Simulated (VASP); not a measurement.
Data:

```yaml
crystal:
  lattice:
    - [0.00000, 2.35195, 2.35195]
    - [2.35195, 0.00000, 2.35195]
    - [2.35195, 2.35195, 0.00000]
  atoms:
    - { symbol: Hf, position: [0.00000, 0.00000, 0.00000] }
    - { symbol: C, position: [0.50000, 0.50000, 0.50000] }
```

Calculation: MS2 meta-GGA, VASP's PBE PAW potentials (set 64) (plane waves; VASP 6.6.1). Numerical set-up: 520 eV cut-off, 14×14×14 Γ-centred mesh, first-order Methfessel-Paxton smearing of 0.10 eV, potentials Hf_pv C.

Unless said otherwise, spin-orbit coupling is left out, though it shifts the bands of the heavy elements here.

What does the run give for the energy per atom (σ→0), pressure, band gap (on the k-mesh) with the smallest direct gap where there is one?

* **band gap (on the k-mesh)**: none (metal, semimetal or under 0.01 eV)
* **energy per atom (σ→0)**: -308.5 kJ/mol-atom
* **pressure**: -13.36 GPa

The absolute energy has meaning only against runs of the same code, potentials and settings.

The compound is HfC in the rock salt structure. This cell is one point of a volume scan, at 1.06 of the reference volume.
